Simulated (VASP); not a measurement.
Energy against volume of NaCl (rock salt). All values below come from HSE06 screened hybrid, VASP's PBE PAW potentials (set 64) (plane waves; VASP). Numerical set-up: 520 eV cut-off, 6×6×6 Γ-centred mesh, Gaussian smearing of 0.050 eV, potentials Na_pv Cl.

```csv
V (Å³/atom),E (eV/atom)
20.943,-3.93617
21.634,-3.94383
22.324,-3.94727
23.015,-3.94714
```

Question: Fit these four points and predict the energy of the run at 23.705 Å³/atom.

Answer: A cubic in V^(−2/3), the third-order Birch-Murnaghan form, passes through the four points with V0 = 22.64 Å³/atom and B0 = 25 GPa, and gives -3.9440 eV/atom there. The run gave -3.9440 eV/atom, -0.1 meV/atom from the fit; all five points give B0 = 25 GPa.

The compound is NaCl in the rock salt structure. It was relaxed first. The cell's shape comes from a PBE relaxation.
